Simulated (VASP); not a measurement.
A convergence study with VASP on LaB6 (space group no. 221 when undisturbed): one setting is varied, all else stays as given below, so the limit is that of these other settings. One atom is moved off its site, so that forces are finite.

```yaml
crystal:
  lattice:
    - [4.14752, 0.00000, 0.00000]
    - [0.00000, 4.14752, 0.00000]
    - [0.00000, 0.00000, 4.14752]
  atoms:
    - { symbol: La, position: [0.00000, 0.00000, 0.01205] }
    - { symbol: B, position: [0.80100, 0.50000, 0.50000] }
    - { symbol: B, position: [0.50000, 0.19900, 0.50000] }
    - { symbol: B, position: [0.50000, 0.80100, 0.50000] }
    - { symbol: B, position: [0.19900, 0.50000, 0.50000] }
    - { symbol: B, position: [0.50000, 0.50000, 0.80100] }
    - { symbol: B, position: [0.50000, 0.50000, 0.19900] }
```

Level of theory: PBE GGA, VASP's PBE PAW potentials (set 64) (plane waves; VASP). The tightest run used: 960 eV cut-off, 8×8×8 Γ-centred mesh, Fermi-Dirac smearing of 0.10 eV, potentials La B.

```csv
setting,E (eV/atom),pressure (GPa),largest force (eV/Å),plane waves
ENCUT = 140,-5.9983,-37.33,1.711,284
ENCUT = 160,-6.4776,-24.39,0.961,341
ENCUT = 180,-6.7536,-14.90,0.370,413
ENCUT = 200,-6.8611,-10.33,0.256,480
ENCUT = 220,-6.9225,-7.39,0.294,552
ENCUT = 240,-6.9558,-5.19,0.323,624
ENCUT = 280,-6.9848,-2.14,0.276,772
ENCUT = 320,-6.9995,-0.38,0.274,952
```

Q: These are the cheaper rows. Estimate the results at ENCUT = 960, and how far the last row shown lies from them.

A: 
```json
[
 {"quantity": "E (eV/atom)", "tightest run": "-7.0081", "last row shown is off by": "0.0085"},
 {"quantity": "pressure (GPa)", "tightest run": "0.82", "last row shown is off by": "-1.20"},
 {"quantity": "largest force (eV/Å)", "tightest run": "0.277", "last row shown is off by": "-0.003"}
]
```

Left out are rungs that failed or repeat a setting and relaxations that didn't move; long series are thinned to 24 rows.

The structure is a typed LaB6 crystal (space group no. 221). The cell was not relaxed at this level, it is distorted from the ideal structure. The electron count is odd and the run is not spin-polarised, which forces a metal.
